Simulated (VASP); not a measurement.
An input for Ansatz (written as the equivalent of a VASP run, and not itself run):

Ansatz 0.2 input:
```yaml
crystal:
  lattice:
    - [3.0967544, 0.0000000, 0.0000000]
    - [0.0000000, 3.0967544, 0.0000000]
    - [0.0000000, 0.0000000, 3.0967544]
  atoms:
    - { symbol: Zn, position: [0.5000000, 0.5000000, 0.5000000] }
    - { symbol: Au, position: [0.0000000, 0.0000000, 0.0000000] }
kpoints:
  mp_grid: { grid: [12, 12, 12] }
hamiltonian:
  xc: pbesol
  pseudopotentials: { kind: paw }
scf:
  occupations: { method: methfessel_paxton, width: 0.1 }
  max_iter: 100
relax:
  max_steps: 40
  f_tol: 0.02
  cell: { p_target: 5 }
output: { forces: true, stress: true, eigenvalues: true }
```

### Question
Translate this input to VASP (INCAR, KPOINTS, POSCAR, choice of POTCAR).

### Answer
Several could match; the one computed here: 
File POSCAR:
```
AuZn
1
    3.0967544184    -0.0000000000    -0.0000000000
    0.0000000000     3.0967544184    -0.0000000000
    0.0000000000     0.0000000000     3.0967544184
Zn Au
1 1
Direct
  0.5000000000   0.5000000000   0.5000000000
  0.0000000000   0.0000000000   0.0000000000
```

**KPOINTS**
```
Regular mesh
0
gamma
 12 12 12
0 0 0
```

INCAR:
```
# general
SYSTEM =AuZn
PREC   =Accurate
ENCUT  =500
LREAL  =F
LASPH  =T

# electronic loop
EDIFF  =1E-6
NELM   =100
ALGO   =Normal
LMAXMIX=6

# smearing
ISMEAR =1
SIGMA  =0.1

# functional
GGA    =PS

# ions
IBRION =2
NSW    =40
ISIF   =3
EDIFFG =-0.02
PSTRESS=50

# output
LWAVE  =F
LCHARG =F
```

POTCAR, in this order: Zn Au (PBE.64 set). Program: vasp_std.

What does not carry over: each code has its own PAW files, so the cut-off isn't converted (ENCUT is set for VASP's; basis.ecutwfc is left out, and Ansatz then takes the one that its files recommend); Ansatz stops its SCF on the density residual and VASP on the energy change (EDIFF).

The compound is AuZn in the CsCl type structure. It was relaxed first under an external pressure of 5 GPa.
